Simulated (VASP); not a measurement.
Given:

```xyz
1
Lattice="0.0000 1.9152 1.9152 1.9152 0.0000 1.9152 1.9152 1.9152 0.0000" Properties=species:S:1:pos:R:3 pbc="T T T"
Rh     0.0000     0.0000     0.0000
```

Computed with PBE GGA, VASP's PBE PAW potentials (set 64) (plane waves; VASP). Run with 500 eV cut-off, 16×16×16 Γ-centred mesh, first-order Methfessel-Paxton smearing of 0.10 eV, potentials Rh_pv.

Question: What does the run give for the energy per atom (σ→0), band gap (on the k-mesh) with the smallest direct gap where there is one?

Answer: 
```json
{
  "band gap (on the k-mesh)": "none (metal, semimetal or under 0.01 eV)",
  "energy per atom (σ→0)": "-7.258 eV/atom"
}
```

The absolute energy has meaning only against runs of the same code, potentials and settings.

The compound is Rh in the fcc structure. It was relaxed first.
